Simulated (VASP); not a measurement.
## Zn₂C (distorted antifluorite): a LDA single-point calculation in VASP

INCAR

```
GGA = CA
LCHARG = .FALSE.
IBRION = -1
LASPH = .TRUE.
PREC = Accurate
ISIF = 2
EDIFF = 1E-7
LWAVE = .FALSE.
SIGMA = 0.02
NBANDS = 21
ENCUT = 520
ISMEAR = -1
NELM = 120
LREAL = .FALSE.
NSW = 0
```

KPOINTS

```
KPOINTS created by Atomic Simulation Environment
0
Gamma
8 8 8
0 0 0
```

POSCAR

```
C  Zn
 1.0000000000000000
    -0.0261000000000000    2.5318999999999998    2.3525999999999998
     2.5827000000000000   -0.0906000000000000    2.4171000000000000
     2.5649000000000002    2.5785999999999998   -0.0728000000000000
 C   Zn
   1   2
Cartesian
  0.0489292800000000  2.5152715099999994  2.2841902500000000
  1.3581368000000000  1.3016849399999999  1.1530097199999998
  3.8478651500000001  3.8161117099999999  3.5573601399999997
```

VASP ran with the recommended LDA PAW datasets (28 valence electrons in the cell).

Command

```
mpirun -np 1 vasp_std
```

OSZICAR

```
N       E                     dE             d eps       ncg     rms          rms(c)
DAV:   1     0.145479868604E+03    0.14548E+03   -0.14058E+04 11213   0.209E+03
DAV:   2    -0.301224072882E+01   -0.14849E+03   -0.14173E+03 11125   0.338E+02
DAV:   3    -0.135965041190E+02   -0.10584E+02   -0.10431E+02 12480   0.914E+01
DAV:   4    -0.137650268531E+02   -0.16852E+00   -0.16836E+00 11815   0.112E+01
DAV:   5    -0.137660627181E+02   -0.10359E-02   -0.10358E-02 12650   0.851E-01    0.111E+01
DAV:   6    -0.117518852730E+02    0.20142E+01   -0.50670E+00 16085   0.545E+01    0.792E+00
DAV:   7    -0.117352483264E+02    0.16637E-01   -0.87953E-01 12188   0.121E+01    0.417E+00
DAV:   8    -0.117074147834E+02    0.27834E-01   -0.61247E-02 12176   0.188E+00    0.118E+00
DAV:   9    -0.117041838174E+02    0.32310E-02   -0.38356E-03 14149   0.686E-01    0.130E-01
DAV:  10    -0.117041196476E+02    0.64170E-04   -0.94139E-04 14001   0.311E-01    0.654E-02
DAV:  11    -0.117041229868E+02   -0.33392E-05   -0.11821E-04 15256   0.266E-01    0.191E-02
DAV:  12    -0.117041211623E+02    0.18245E-05   -0.13410E-05 14460   0.148E-01    0.658E-03
DAV:  13    -0.117041209639E+02    0.19837E-06   -0.23901E-06 16719   0.439E-02    0.480E-03
DAV:  14    -0.117041208083E+02    0.15563E-06   -0.83000E-07 13193   0.281E-02    0.791E-04
DAV:  15    -0.117041208076E+02    0.63892E-09   -0.13629E-07  8225   0.338E-03
   1 F= -.11704121E+02 E0= -.11704103E+02  d E =-.361382E-04
```

From OUTCAR

```
k-points           NKPTS =    260   k-points in BZ     NKDIM =    260   number of bands    NBANDS=     21

   NELECT =      28.0000    total number of electrons

   dimension x,y,z NGX =    28 NGY =   28 NGZ =   28
   dimension x,y,z NGXF=    56 NGYF=   56 NGZF=   56

  energy-cutoff  :      520.00
  volume of cell :       32.55
      direct lattice vectors                 reciprocal lattice vectors
    -0.026100000  2.531900000  2.352600000    -0.191280422  0.196242112  0.211741128
     2.582700000 -0.090600000  2.417100000     0.192036135 -0.185324786  0.201579516
     2.564900000  2.578600000 -0.072800000     0.194563474  0.188607838 -0.200823803

 k-points in reciprocal lattice and weights: KPOINTS created by Atomic Simulation Env
   0.00000000  0.00000000  0.00000000       0.002
   0.12500000  0.00000000 -0.00000000       0.004
   0.25000000  0.00000000 -0.00000000       0.004
   0.37500000  0.00000000 -0.00000000       0.004
   0.50000000  0.00000000 -0.00000000       0.002
   0.00000000  0.12500000 -0.00000000       0.004
   0.12500000  0.12500000  0.00000000       0.004
   0.25000000  0.12500000 -0.00000000       0.004
   ...

 E-fermi :   5.1891

 k-point     1 :       0.0000    0.0000    0.0000
  band No.  band energies     occupation
      1      -9.5115      2.00000
      2      -4.2739      2.00000
      3      -4.2152      2.00000
      4      -4.0763      2.00000
      5      -3.9210      2.00000
      6      -3.8170      2.00000
      7      -2.5015      2.00000
      8      -2.4206      2.00000
      9      -2.4043      2.00000
     10      -2.1040      2.00000
     11      -1.9848      2.00000
     12       4.7805      2.00000
     13       4.8177      2.00000
     14       5.1346      1.87698
     15       5.2436      0.12307
     16       8.4311      0.00000
     17       9.5592      0.00000
     18       9.9695      0.00000
     19      14.8901      0.00000
     20      15.4281      0.00000
     21      15.9373      0.00000

 k-point     2 :       0.1250    0.0000   -0.0000
  band No.  band energies     occupation
      1      -9.2906      2.00000
      2      -4.2130      2.00000
      3      -4.1843      2.00000
      4      -4.0362      2.00000
      5      -3.8862      2.00000
      6      -3.7624      2.00000
      7      -2.5499      2.00000
      8      -2.4570      2.00000
      9      -2.4459      2.00000
     10      -2.1800      2.00000
     11      -2.0946      2.00000
     12       3.4374      2.00000
     13       4.5036      2.00000
     14       4.8158      2.00000
     15       5.9389      0.00000
     16       8.7411      0.00000
     17       9.6143      0.00000
     18      10.1405      0.00000
     19      14.5364      0.00000
     20      14.9819      0.00000
     21      16.6332      0.00000

 k-point     3 :       0.2500    0.0000   -0.0000
  band No.  band energies     occupation
      1      -8.6790      2.00000
      2      -4.1241      2.00000
      3      -4.0376      2.00000
      4      -3.9297      2.00000
      5      -3.7259      2.00000
      6      -3.6041      2.00000
      7      -2.6759      2.00000
      8      -2.5635      2.00000
      9      -2.5594      2.00000
     10      -2.3976      2.00000
     11      -2.3734      2.00000
     12       1.2474      2.00000
     13       3.9973      2.00000
     14       4.4067      2.00000
     15       6.0792      0.00000
     16       9.2719      0.00000
     17      10.1364      0.00000
     18      10.5639      0.00000
     19      13.8017      0.00000
     20      15.0747      0.00000
     21      15.7466      0.00000

 k-point     4 :       0.3750    0.0000   -0.0000
  band No.  band energies     occupation
      1      -7.8948      2.00000
      2      -3.9760      2.00000
      3      -3.8310      2.00000
      4      -3.7284      2.00000
      5      -3.4851      2.00000
      6      -3.3715      2.00000
      7      -2.7920      2.00000
      8      -2.7794      2.00000
      9      -2.7123      2.00000
     10      -2.6840      2.00000
     11      -2.6531      2.00000
     12      -0.8974      2.00000
     13       3.6242      2.00000
     14       4.1450      2.00000
     15       5.8984      0.00000
     16       9.8933      0.00000
     17      10.0686      0.00000
     18      10.8997      0.00000
     19      13.7400      0.00000
     20      15.9358      0.00000
     21      16.9345      0.00000

 k-point     5 :       0.5000    0.0000   -0.0000
  band No.  band energies     occupation
      1      -7.4836      2.00000
      2      -3.7945      2.00000
      3      -3.7158      2.00000
      4      -3.5704      2.00000
      5      -3.3396      2.00000
      6      -3.1985      2.00000
      7      -3.0008      2.00000
      8      -2.8572      2.00000
      9      -2.8533      2.00000
     10      -2.8022      2.00000
     11      -2.5363      2.00000
     12      -2.1630      2.00000
     13       3.4936      2.00000
     14       4.0612      2.00000
     15       5.8107      0.00000
     16       9.7192      0.00000
     17      10.3243      0.00000
     18      10.9621      0.00000
     19      13.9423      0.00000
     20      16.9662      0.00000
     21      18.2827      0.00000

 k-point     6 :       0.0000    0.1250   -0.0000
  band No.  band energies     occupation
      1      -9.3041      2.00000
      2      -4.2424      2.00000
      3      -4.1873      2.00000
      4      -4.0255      2.00000
      5      -3.8569      2.00000
      6      -3.7627      2.00000
      7      -2.5409      2.00000
      8      -2.4741      2.00000
      9      -2.4528      2.00000
     10      -2.1797      2.00000
     11      -2.0828      2.00000
     12       3.0678      2.00000
     13       4.5193      2.00000
     14       4.9601      1.99998
     15       6.1922      0.00000
     16       8.6106      0.00000
     17       9.8325      0.00000
     18      10.3512      0.00000
     19      14.8443      0.00000
     20      14.9920      0.00000
     21      16.3029      0.00000

 k-point     7 :       0.1250    0.1250    0.0000
  band No.  band energies     occupation
      1      -9.1960      2.00000
      2      -4.1592      2.00000
      3      -4.0991      2.00000
      4      -4.0565      2.00000
      5      -3.8496      2.00000
      6      -3.7771      2.00000
      7      -2.5485      2.00000
      8      -2.5301      2.00000
      9      -2.4765      2.00000
     10      -2.2606      2.00000
     11      -2.1089      2.00000
     12       3.6014      2.00000
     13       4.0277      2.00000
     14       4.1385      2.00000
     15       6.7643      0.00000
     16       7.9064      0.00000
     17      10.1078      0.00000
     18      10.3280      0.00000
     19      14.5113      0.00000
     20      16.3372      0.00000
     21      16.6276      0.00000

 k-point     8 :       0.2500    0.1250   -0.0000
  band No.  band energies     occupation
      1      -8.6858      2.00000
      2      -4.1751      2.00000
      3      -3.9599      2.00000
      4      -3.8812      2.00000
      5      -3.6905      2.00000
      6      -3.6717      2.00000
      7      -2.6973      2.00000
      8      -2.6506      2.00000
      9      -2.5765      2.00000
     10      -2.5054      2.00000
     11      -2.1942      2.00000
     12       1.9710      2.00000
     13       3.3881      2.00000
     14       3.9123      2.00000
     15       6.9837      0.00000
     16       7.9077      0.00000
     17      10.4224      0.00000
     18      10.6944      0.00000
     19      13.4754      0.00000
     20      15.9053      0.00000
     21      16.8851      0.00000

 k-point     9 :       0.3750    0.1250   -0.0000
  band No.  band energies     occupation
      1      -7.9403      2.00000
      2      -4.1120      2.00000
      3      -3.7709      2.00000
      4      -3.6625      2.00000
      5      -3.4827      2.00000
      6      -3.4256      2.00000
      7      -2.9667      2.00000
      8      -2.7961      2.00000
      9      -2.7806      2.00000
     10      -2.5993      2.00000
     11      -2.4192      2.00000
     12      -0.2196      2.00000
     13       3.0083      2.00000
     14       3.5203      2.00000
     15       6.7300      0.00000
     16       9.3723      0.00000
     17       9.8823      0.00000
     18      10.6585      0.00000
     19      13.9318      0.00000
     20      15.8145      0.00000
     21      17.8145      0.00000

 ...

  Total       -0.5109594     -0.8446719      3.0113945      0.1861296      0.9586768      0.0760365
  in kB      -25.1506195    -41.5767348    148.2279130      9.1617360     47.1883248      3.7426975
  external PRESSURE =      27.1668529 kB  Pullay stress =       0.0000000 kB

 POSITION                                       TOTAL-FORCE (eV/Angst)
 -----------------------------------------------------------------------------------
      0.04893      2.51527      2.28419         0.008071      0.249216      0.301110
      1.35814      1.30168      1.15301        -0.205388     -0.136741      0.322339
      3.84787      3.81611      3.55736         0.197317     -0.112475     -0.623449
 -----------------------------------------------------------------------------------
    total drift:                               -0.000009      0.000161      0.000333

  FREE ENERGIE OF THE ION-ELECTRON SYSTEM (eV)
  ---------------------------------------------------
  free  energy   TOTEN  =       -11.7041208076 eV

  energy  without entropy=      -11.7040846695  energy(sigma->0) =      -11.70410274
```

The gap between bands v and c on the k mesh is 0.11 eV. The least direct gap on the k mesh is 0.11 eV and the pressure is 2.7 GPa. The largest force is 0.66 eV/Å.

Band v is the last that the valence electrons fill when counted band by band, and c is the next.

The run took about 3.5 min on one core of a shared host (Intel Xeon Platinum 8488C) and held 0.26 GiB at most.
